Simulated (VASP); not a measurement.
These are PBE GGA, VASP's PBE PAW potentials (set 64) (plane waves; VASP) values and carry that method's errors.

VASP input:

**INCAR**
```
SYSTEM = Nb
PREC = Accurate
ENCUT = 500
EDIFF = 1E-6
NELM = 100
ALGO = Normal
LREAL = .FALSE.
LASPH = .TRUE.
ISMEAR = 1
SIGMA = 0.1
GGA = PE
LMAXMIX = 4
LWAVE = .FALSE.
LCHARG = .FALSE.
IBRION = 2
ISIF = 3
NSW = 40
EDIFFG = -0.02
PSTRESS = 100
```

### KPOINTS
```
Automatic mesh
0
Gamma
16 16 16
0 0 0
```

### POSCAR
```
Nb
1
   -1.6376702792     1.6376702792     1.6376702792
    1.6376702792    -1.6376702792     1.6376702792
    1.6376702792     1.6376702792    -1.6376702792
Nb
1
Direct
  0.0000000000   0.0000000000   0.0000000000
```

POTCAR, in this order: Nb_sv (PBE.64 set). Program: vasp_std.

Output of the run:

### OSZICAR
```
       N       E                     dE             d eps       ncg     rms          rms(c)
DAV:   1     0.114375251001E+03    0.11438E+03   -0.73591E+03  2908   0.126E+03
DAV:   2    -0.540706220719E+01   -0.11978E+03   -0.11696E+03  3134   0.440E+02
DAV:   3    -0.103198204916E+02   -0.49128E+01   -0.46995E+01  4184   0.757E+01
DAV:   4    -0.105908843436E+02   -0.27106E+00   -0.26813E+00  4100   0.168E+01
DAV:   5    -0.106038674981E+02   -0.12983E-01   -0.12969E-01  4440   0.269E+00    0.741E+00
DAV:   6    -0.102436654155E+02    0.36020E+00   -0.71849E-01  4482   0.114E+01    0.264E+00
DAV:   7    -0.102033596797E+02    0.40306E-01   -0.22557E-01  4536   0.635E+00    0.951E-01
DAV:   8    -0.102090229384E+02   -0.56633E-02   -0.12844E-02  3380   0.176E+00    0.446E-02
DAV:   9    -0.102090798590E+02   -0.56921E-04   -0.11296E-03  5002   0.337E-01    0.482E-02
DAV:  10    -0.102090997829E+02   -0.19924E-04   -0.26930E-05  3608   0.826E-02    0.196E-02
DAV:  11    -0.102090924027E+02    0.73803E-05   -0.79160E-06  3218   0.572E-02    0.368E-03
DAV:  12    -0.102090922139E+02    0.18875E-06   -0.23096E-07  1750   0.796E-03
   1 F= -.91125413E+01 E0= -.91123991E+01  d E =-.911254E+01
       N       E                     dE             d eps       ncg     rms          rms(c)
DAV:   1    -0.110146858816E+02   -0.80559E+00   -0.28552E+01  3580   0.861E+01    0.846E+00
DAV:   2    -0.101599749150E+02    0.85471E+00   -0.18740E+00  4232   0.202E+01    0.223E+00
DAV:   3    -0.100573608182E+02    0.10261E+00   -0.69725E-01  4358   0.983E+00    0.152E+00
DAV:   4    -0.100795580821E+02   -0.22197E-01   -0.27054E-02  4024   0.167E+00    0.708E-01
DAV:   5    -0.100952404795E+02   -0.15682E-01   -0.56805E-02  4920   0.178E+00    0.277E-01
DAV:   6    -0.100945549866E+02    0.68549E-03   -0.13271E-03  3772   0.483E-01    0.258E-02
DAV:   7    -0.100945795614E+02   -0.24575E-04   -0.41220E-04  4740   0.142E-01    0.114E-02
DAV:   8    -0.100945793843E+02    0.17707E-06   -0.44188E-06  3068   0.275E-02
   2 F= -.90826589E+01 E0= -.90828063E+01  d E =0.298824E-01
       N       E                     dE             d eps       ncg     rms          rms(c)
DAV:   1    -0.106427757904E+02   -0.54820E+00   -0.13991E+01  3510   0.605E+01    0.543E+00
DAV:   2    -0.102124141465E+02    0.43036E+00   -0.11224E+00  4344   0.151E+01    0.153E+00
DAV:   3    -0.101693728957E+02    0.43041E-01   -0.35548E-01  4458   0.661E+00    0.859E-01
DAV:   4    -0.101781925716E+02   -0.88197E-02   -0.86094E-03  3270   0.106E+00    0.559E-01
DAV:   5    -0.101897048520E+02   -0.11512E-01   -0.28861E-02  4736   0.118E+00    0.208E-01
DAV:   6    -0.101897848769E+02   -0.80025E-04   -0.40719E-04  3280   0.257E-01    0.130E-01
DAV:   7    -0.101898390445E+02   -0.54168E-04   -0.19366E-04  3534   0.235E-01    0.754E-03
DAV:   8    -0.101898425737E+02   -0.35292E-05   -0.51464E-06  3162   0.283E-02    0.106E-02
DAV:   9    -0.101898402897E+02    0.22840E-05   -0.21369E-06  2264   0.253E-02    0.375E-03
DAV:  10    -0.101898406685E+02   -0.37888E-06   -0.17592E-07  1550   0.683E-03
   3 F= -.91194118E+01 E0= -.91194337E+01  d E =-.687053E-02
```

File OUTCAR:
```
------------------------ aborting loop because EDIFF is reached ----------------------------------------
  FORCE on cell =-STRESS in cart. coord.  units (eV):
  Direction    XX          YY          ZZ          XY          YZ          ZX
  --------------------------------------------------------------------------------------
  Total        1.0539511      1.0539511      1.0539511      0.0000000      0.0000000     -0.0000000
  in kB       98.4606361     98.4606361     98.4606361      0.0000000      0.0000000     -0.0000000
  external PRESSURE =      -1.5393639 kB  Pullay stress =     100.0000000 kB
  volume of cell :       17.15
      direct lattice vectors                 reciprocal lattice vectors
    -1.624561413  1.624561413  1.624561413     0.000000000  0.307775376  0.307775376
     1.624561413 -1.624561413  1.624561413     0.307775376  0.000000000  0.307775376
     1.624561413  1.624561413 -1.624561413     0.307775376  0.307775376  0.000000000
 POSITION                                       TOTAL-FORCE (eV/Angst)
 -----------------------------------------------------------------------------------
     -0.00000      0.00000      0.00000         0.000000      0.000000     -0.000000
 -----------------------------------------------------------------------------------
    total drift:                                0.000000      0.000000      0.000000
  FREE ENERGIE OF THE ION-ELECTRON SYSTEM (eV)
  ---------------------------------------------------
  free  energy   TOTEN  =       -10.1898406685 eV

  energy  without entropy=      -10.1899064536  energy(sigma->0) =      -10.18986260
  enthalpy is  TOTEN    =        -9.1194118093 eV   P V=        1.0704288592

 reached required accuracy - stopping structural energy minimisation
```
(Selected blocks of OUTCAR.)

**CONTCAR**
```
Nb
   1.00000000000000
    -1.6245614127175614    1.6245614127175614    1.6245614127175614
     1.6245614127175614   -1.6245614127175614    1.6245614127175614
     1.6245614127175614    1.6245614127175614   -1.6245614127175614
  Nb
     1
Direct
     0.0000000000000000    0.0000000000000000    0.0000000000000000
```

Energy and stress use the plane-wave basis of the starting cell.

The compound is Nb in the bcc structure. This run relaxes it under an external pressure of 10 GPa. Symmetry was kept, so distortions that lower it aren't found.
